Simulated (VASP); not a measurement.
F2AlI, in a box:

```xyz
4
Lattice="12.0000 0.0000 0.0000 0.0000 12.0000 0.0000 0.0000 0.0000 12.0000" Properties=species:S:1:pos:R:3 pbc="T T T"
F     7.3361    6.9280    7.1893
F     6.5064    4.5808    5.8924
Al    6.3503    6.1912    6.1156
I     4.6899    7.4612    4.8788
```

Base run:

| Property | Result |
| --- | --- |
| Program | VASP 6.6.1 |
| Functional | PBE |
| Potentials or basis | VASP PAW PBE potentials, release 64 (F, Al, I) |
| Cutoff | 520 eV |
| k mesh | 1 × 1 × 1 |
| Occupations | gaussian, width 0.01 eV |
| Spin | no spin polarisation |

Its results: gap between the frontier levels 4.72 eV; largest force 0.630 eV/Å.

**Question.** The run is repeated on the same cell with these changes: functional from PBE to vdW-DF2; further incar settings from ALGO = Normal; EDIFF = 1e-07; NBANDS = 20 to ALGO = Fast; EDIFF = 1e-06; NBANDS = 20. What comes out?

**Answer.** Gap between the frontier levels 4.41 eV; largest force 1.010 eV/Å.

Caveats: spin-orbit coupling is left out, which moves the levels of the heavy elements; the PAW data sets were made with another functional, which shifts forces and pressure a little (some runs).

A k mesh can miss the band edges.

Not every run made on this cell is shown here.
